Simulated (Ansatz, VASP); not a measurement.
## Cross-check of IF between VASP and Ansatz

One calculation is typed for both programs; each brings its own data sets. How far apart do they land? The cell is generated by rule, not measured, and may not be a known phase. The cell is taken from a series of runs on this material, whose earlier steps may have relaxed, scaled, displaced or heated it; both programs get it as it stands.

Program: Ansatz 0.2.0. Level of theory: plane waves, with VASP 6.6.1 beside it; zone-centre phonons at PBEsol. Results are calculated unless marked as measured.

The structure was built from a prototype and need not be the compound's stable phase.

## Step 1: Starting point

Symmetry: Cmcm, No. 63, orthorhombic system. The conventional cell has a = 4.623 Å, b = 6.446 Å, c = 7.450 Å, α = 90.00°, β = 90.00°, γ = 90.00°. I has 2 F at 2.15 Å nearest. Nearest to F lie 2 I at 2.15 Å. Farther neighbours and most contacts between anions are not listed.

Coordinates:

```xyz
4
Lattice="2.3113 -3.2231 0.0000 2.3113 3.2231 0.0000 0.0000 0.0000 7.4497" Properties=species:S:1:pos:R:3 pbc="T T T"
I     0.0000    0.0000    3.7249
I     0.0000    0.0000    0.0000
F     2.3113    2.1416    5.5873
F     2.3113   -2.1416    1.8624
```

## Step 2: VASP: zone-centre phonons, PBEsol

Second derivatives magnify differences that forces hide, and they need a tight electronic threshold.

Lines of VASP's logs that name or quote its potential files are left out, and so is its time.

Contents of INCAR:

```
SYSTEM = IF
PREC = Accurate
ENCUT = 600
EDIFF = 1E-08
NELM = 120
ISMEAR = 0
SIGMA = 0.01
LREAL = .FALSE.
ALGO = Normal
GGA = PS
NBANDS = 20
LORBIT = 11
LWAVE = .FALSE.
LCHARG = .FALSE.
ISIF = 2
IBRION = 8
LEPSILON = .TRUE.
LASPH = .TRUE.
GGA_COMPAT = .FALSE.
EFERMI = MIDGAP
KPAR = 2
```

Contents of POSCAR:

```
IF
1.0
    2.3112570789     -3.2230713787      0.0000000000
    2.3112570789      3.2230713787      0.0000000000
    0.0000000000      0.0000000000      7.4497273648
I F
2 2
Direct
    0.0000000000      0.0000000000      0.5000000000
    0.0000000000      0.0000000000      0.0000000000
    0.1677740120      0.8322259880      0.7500000000
    0.8322259880      0.1677740120      0.2500000000
```

Contents of KPOINTS:

```
Automatic mesh
0
Gamma
8 8 4
0 0 0
```

Potentials, in the order of the species: I and F (PBE family, release 64).

Command:

```console
> mpirun -np 2 vasp_std
```

Numbers of over 12 decimals in the logs are rounded to 6 here.

The log of the run:

```text
[banner, memory and clock lines left out]
running    2 mpi-ranks, on    1 nodes
 distrk:  each k-point on    1 cores,    2 groups
 distr:  one band on    1 cores,    1 groups

 POSCAR found type information on POSCAR I F
 POSCAR found :  2 types and       4 ions
|                                                                             |
|               ----> ADVICE to this user running VASP <----                  |
|                                                                             |
|     You enforced a specific xc type in the INCAR file but a different       |
|     [... a line on the potential file left out ...]
|     I HOPE YOU KNOW WHAT YOU ARE DOING!                                     |
|                                                                             |

 LDA part: xc-table for (Slater+PW92), standard interpolation
 POSCAR, INCAR and KPOINTS ok, starting setup
 FFT: planning ... GRIDC
 FFT: planning ... GRID_SOFT
 FFT: planning ... GRID
 WAVECAR not read
 entering main loop
       N       E                     dE             d eps       ncg     rms          rms(c)
DAV:   1     0.195862461191E+03    0.19586E+03   -0.13604E+04  2520   0.133E+03
DAV:   2     0.297781760473E+01   -0.19288E+03   -0.18802E+03  3520   0.260E+02
DAV:   3    -0.112712494825E+02   -0.14249E+02   -0.14198E+02  3172   0.773E+01
DAV:   4    -0.114318241104E+02   -0.16057E+00   -0.16053E+00  3120   0.921E+00
DAV:   5    -0.114341308403E+02   -0.23067E-02   -0.23067E-02  3088   0.988E-01    0.122E+01
DAV:   6    -0.104090947699E+02    0.10250E+01   -0.31048E+00  2716   0.153E+01    0.626E+00
DAV:   7    -0.102989625679E+02    0.11013E+00   -0.51624E-01  2752   0.537E+00    0.597E+00
DAV:   8    -0.102753208261E+02    0.23642E-01   -0.91106E-02  2844   0.221E+00    0.298E+00
DAV:   9    -0.102724199957E+02    0.29008E-02   -0.29493E-02  2932   0.145E+00    0.841E-01
DAV:  10    -0.102718917037E+02    0.52829E-03   -0.30587E-03  2668   0.463E-01    0.483E-01
DAV:  11    -0.102719199062E+02   -0.28202E-04   -0.28524E-04  2864   0.118E-01    0.224E-01
DAV:  12    -0.102719129061E+02    0.70000E-05   -0.23851E-05  2800   0.410E-02    0.915E-02
DAV:  13    -0.102719081198E+02    0.47863E-05   -0.51327E-05  2684   0.617E-02    0.914E-03
DAV:  14    -0.102719086451E+02   -0.52525E-06   -0.33962E-06  2856   0.155E-02    0.143E-02
DAV:  15    -0.102719087935E+02   -0.14845E-06   -0.12592E-07  2884   0.330E-03    0.866E-03
DAV:  16    -0.102719088644E+02   -0.70894E-07   -0.19947E-08  1972   0.126E-03    0.269E-03
DAV:  17    -0.102719088800E+02   -0.15551E-07   -0.26401E-08  2640   0.140E-03    0.141E-04
DAV:  18    -0.102719088730E+02    0.69831E-08   -0.10856E-09  1412   0.267E-04
   1 F= -.10271909E+02 E0= -.10271909E+02  d E =0.000000E+00
 Linear response reoptimize wavefunctions to high precision
DAV:   1    -0.102719088748E+02   -0.18142E-08   -0.33280E-10  1528   0.153E-04
DAV:   2    -0.102719088748E+02   -0.23874E-10   -0.65579E-11  1364   0.546E-05
 Linear response G [H, r] |phi>, progress :
  Direction:   1
       N       E                     dE             d eps       ncg     rms
RMM:   1    -0.111864871336E+03   -0.11186E+03    0.21894E+02  5202   0.871E+01
RMM:   2    -0.113458215540E+03   -0.15933E+01   -0.60122E+00  4241   0.133E+01
RMM:   3    -0.113490100563E+03   -0.31885E-01   -0.28308E-01  4358   0.263E+00
RMM:   4    -0.113491919005E+03   -0.18184E-02   -0.10167E-02  4380   0.457E-01
RMM:   5    -0.113491834219E+03    0.84786E-04   -0.82836E-04  4390   0.111E-01
RMM:   6    -0.113491835908E+03   -0.16882E-05   -0.60174E-05  4425   0.211E-02
RMM:   7    -0.113491835365E+03    0.54229E-06   -0.24257E-05  4325   0.561E-03
RMM:   8    -0.113491835424E+03   -0.58273E-07   -0.20816E-05  3762   0.109E-03
RMM:   9    -0.113491835465E+03   -0.41615E-07   -0.20336E-05  3155   0.366E-04
RMM:  10    -0.113491835586E+03   -0.12055E-06   -0.39724E-05  2433   0.188E-04
RMM:  11    -0.113491835497E+03    0.88566E-07   -0.42558E-05  1887   0.161E-04
RMM:  12    -0.113491835464E+03    0.33071E-07   -0.32963E-05  1682   0.158E-04
RMM:  13    -0.113491835509E+03   -0.44480E-07   -0.51932E-05  1619   0.157E-04
RMM:  14    -0.113491835470E+03    0.38616E-07   -0.30365E-05  1582   0.157E-04
 Linear response G [H, r] |phi>, progress :
  Direction:   2
       N       E                     dE             d eps       ncg     rms
RMM:   1    -0.112356033024E+03   -0.11236E+03    0.20912E+02  5950   0.906E+01
RMM:   2    -0.112871939249E+03   -0.51591E+00   -0.81584E+00  4362   0.170E+01
RMM:   3    -0.112929262026E+03   -0.57323E-01   -0.21634E-01  4416   0.276E+00
RMM:   4    -0.112931151200E+03   -0.18892E-02   -0.79411E-03  4413   0.483E-01
RMM:   5    -0.112931134566E+03    0.16634E-04   -0.60611E-04  4483   0.115E-01
RMM:   6    -0.112931136516E+03   -0.19495E-05   -0.33255E-05  4472   0.246E-02
[...]
RMM:   5    -0.136397380770E+01   -0.20279E-01   -0.22749E-03  4171   0.305E-01    0.523E-02
RMM:   6    -0.136808612531E+01   -0.41123E-02   -0.10367E-04  4309   0.611E-02    0.187E-02
RMM:   7    -0.136914727787E+01   -0.10612E-02   -0.21803E-05  4155   0.269E-02    0.564E-03
RMM:   8    -0.136961005123E+01   -0.46277E-03   -0.40204E-06  4086   0.110E-02    0.189E-03
RMM:   9    -0.136964136177E+01   -0.31311E-04   -0.34665E-07  4424   0.299E-03    0.560E-04
[...]
RMM:  12    -0.725575623660E-01   -0.37120E-07    0.11244E-08  5648   0.280E-05    0.473E-06
RMM:  13    -0.725575477301E-01    0.14636E-07    0.32144E-08  5414   0.148E-05    0.161E-06
RMM:  14    -0.725575506029E-01   -0.28728E-08   -0.70314E-09  4864   0.444E-06    0.604E-07
 first order change of Fermi-energy   0.22195E-03
 force on displaced ion       1 direction 2 :   0.000  -5.270   3.169
 Born effective charge ion    1 direction 2 :   0.000   0.976  -1.956
 Linear response progress:
  Degree of freedom:   3/  6
       N       E                     dE             d eps       ncg     rms          rms(c)
RMM:   1    -0.101536945861E+00   -0.10154E+00   -0.19142E-02  9029   0.131E+00
RMM:   2    -0.933285234511E-01    0.82084E-02   -0.14907E-03  5011   0.379E-01    0.351E-01
RMM:   3    -0.928390003725E-01    0.48952E-03   -0.17254E-03  5377   0.225E-01    0.241E-01
RMM:   4    -0.925876623273E-01    0.25134E-03   -0.83991E-04  5281   0.170E-01    0.134E-01
RMM:   5    -0.925348659921E-01    0.52796E-04   -0.16961E-04  5517   0.653E-02    0.146E-02
RMM:   6    -0.925286002427E-01    0.62657E-05   -0.11809E-05  5437   0.129E-02    0.763E-03
RMM:   7    -0.925390541883E-01   -0.10454E-04   -0.48885E-06  5306   0.736E-03    0.108E-03
RMM:   8    -0.925432415138E-01   -0.41873E-05   -0.26129E-06  5462   0.182E-03    0.433E-04
RMM:   9    -0.925447173647E-01   -0.14759E-05   -0.97021E-07  5208   0.787E-04    0.164E-04
RMM:  10    -0.925453242985E-01   -0.60693E-06   -0.47505E-08  5444   0.523E-04    0.594E-05
RMM:  11    -0.925452882344E-01    0.36064E-07    0.16274E-09  5464   0.173E-04    0.221E-05
RMM:  12    -0.925452362716E-01    0.51963E-07    0.14110E-09  5559   0.405E-05    0.669E-06
RMM:  13    -0.925452280081E-01    0.82635E-08    0.34598E-08  5514   0.164E-05    0.148E-06
 first order change of Fermi-energy   0.12306E-03
 force on displaced ion       1 direction 3 :   0.000   3.439  -9.842
 Born effective charge ion    1 direction 3 :   0.000  -0.840   3.487
 Linear response progress:
  Degree of freedom:   4/  6
       N       E                     dE             d eps       ncg     rms          rms(c)
RMM:   1    -0.541938273524E+00   -0.54194E+00    0.63260E-01  7289   0.456E+00
RMM:   2    -0.537120657674E+00    0.48176E-02   -0.91392E-03  6393   0.624E-01    0.144E-01
RMM:   3    -0.537922490227E+00   -0.80183E-03   -0.37181E-04  6910   0.125E-01    0.852E-02
RMM:   4    -0.539048029810E+00   -0.11255E-02   -0.65910E-05  6028   0.572E-02    0.596E-03
RMM:   5    -0.539055294780E+00   -0.72650E-05   -0.28263E-06  7120   0.117E-02    0.268E-03
RMM:   6    -0.539047402881E+00    0.78919E-05   -0.16142E-07  6925   0.239E-03    0.708E-04
RMM:   7    -0.539048196451E+00   -0.79357E-06   -0.99487E-09  7002   0.716E-04    0.298E-04
RMM:   8    -0.539045220345E+00    0.29761E-05   -0.76184E-09  7127   0.315E-04    0.757E-05
RMM:   9    -0.539044861981E+00    0.35836E-06    0.16212E-09  7229   0.106E-04    0.379E-05
RMM:  10    -0.539045447342E+00   -0.58536E-06   -0.11872E-09  6179   0.711E-05    0.828E-06
RMM:  11    -0.539045501634E+00   -0.54292E-07   -0.73086E-10  7349   0.209E-05    0.380E-06
RMM:  12    -0.539045483208E+00    0.18426E-07   -0.25218E-09  6793   0.112E-05    0.824E-07
RMM:  13    -0.539045492772E+00   -0.95643E-08   -0.24296E-09  5122   0.544E-06    0.520E-07
 first order change of Fermi-energy   0.24854E-04
 force on displaced ion       3 direction 1 :  -1.241   0.000   0.000
 Born effective charge ion    3 direction 1 :  -0.343  -0.003   0.000
 Linear response progress:
  Degree of freedom:   5/  6
       N       E                     dE             d eps       ncg     rms          rms(c)
RMM:   1    -0.539174572599E+00   -0.53917E+00    0.64687E-01  4815   0.465E+00
RMM:   2    -0.532481589539E+00    0.66930E-02   -0.98304E-03  4084   0.678E-01    0.228E-01
RMM:   3    -0.533103637820E+00   -0.62205E-03   -0.57055E-04  4319   0.156E-01    0.143E-01
RMM:   4    -0.533811144278E+00   -0.70751E-03   -0.12807E-04  4169   0.648E-02    0.476E-02
RMM:   5    -0.534103909160E+00   -0.29276E-03   -0.33829E-05  4393   0.420E-02    0.975E-03
RMM:   6    -0.534053162019E+00    0.50747E-04    0.16541E-07  4374   0.108E-02    0.513E-03
RMM:   7    -0.534037412186E+00    0.15750E-04   -0.22607E-06  4288   0.408E-03    0.206E-03
RMM:   8    -0.534035414711E+00    0.19975E-05   -0.78951E-09  4436   0.877E-04    0.121E-03
RMM:   9    -0.534027402775E+00    0.80119E-05    0.12874E-07  4149   0.106E-03    0.153E-04
RMM:  10    -0.534027696480E+00   -0.29371E-06   -0.62011E-08  4409   0.390E-04    0.104E-04
RMM:  11    -0.534028407119E+00   -0.71064E-06    0.69121E-08  4429   0.218E-04    0.376E-05
RMM:  12    -0.534028223119E+00    0.18400E-06   -0.85744E-09  4506   0.591E-05    0.128E-05
RMM:  13    -0.534028213389E+00    0.97303E-08   -0.10524E-08  4396   0.182E-05    0.287E-06
 first order change of Fermi-energy   0.65315E+00
 force on displaced ion       3 direction 2 :   0.000  -6.621   0.000
 Born effective charge ion    3 direction 2 :   0.000  -0.979   0.000
 Linear response progress:
  Degree of freedom:   6/  6
       N       E                     dE             d eps       ncg     rms          rms(c)
RMM:   1    -0.544688774882E+00   -0.54469E+00    0.78742E-01  6032   0.471E+00
RMM:   2    -0.542663120388E+00    0.20257E-02   -0.90468E-03  4723   0.683E-01    0.401E-01
RMM:   3    -0.543437498327E+00   -0.77438E-03   -0.56279E-04  4970   0.168E-01    0.227E-01
RMM:   4    -0.544521284522E+00   -0.10838E-02   -0.29403E-04  4838   0.115E-01    0.280E-02
RMM:   5    -0.544440468927E+00    0.80816E-04   -0.22833E-05  5453   0.214E-02    0.793E-03
RMM:   6    -0.544346713376E+00    0.93756E-04   -0.31891E-06  5162   0.793E-03    0.273E-03
RMM:   7    -0.544335156155E+00    0.11557E-04   -0.13368E-06  5420   0.230E-03    0.111E-03
RMM:   8    -0.544324983359E+00    0.10173E-04   -0.46344E-07  5328   0.117E-03    0.510E-04
RMM:   9    -0.544325057103E+00   -0.73744E-07   -0.16758E-07  5470   0.475E-04    0.266E-04
RMM:  10    -0.544326630251E+00   -0.15731E-05   -0.62067E-08  5067   0.326E-04    0.432E-05
RMM:  11    -0.544326396399E+00    0.23385E-06   -0.18434E-08  5575   0.839E-05    0.134E-05
RMM:  12    -0.544326391285E+00    0.51144E-08   -0.46761E-08  5553   0.242E-05    0.457E-06
 first order change of Fermi-energy  -0.45740E-04
 force on displaced ion       3 direction 3 :   0.000  -0.001  -8.396
 Born effective charge ion    3 direction 3 :   0.000   0.001  -3.488
 Born effective charges drift removed
 Linear response finished
```

(Continued in part 2 of 3.)

[Lines on the potential files, build, host, timing and source positions are cut from VASP's logs without a mark.]

[Logs are printed without paths, hosts, clocks, repeated set-up lines and the standing remarks that a program may print on its own settings, such as how far it seeks lower states.]

[Hosts, paths, dates, database ids (printed as entryN), source tags and the programs' standing remarks are cut or masked in the printed files.]
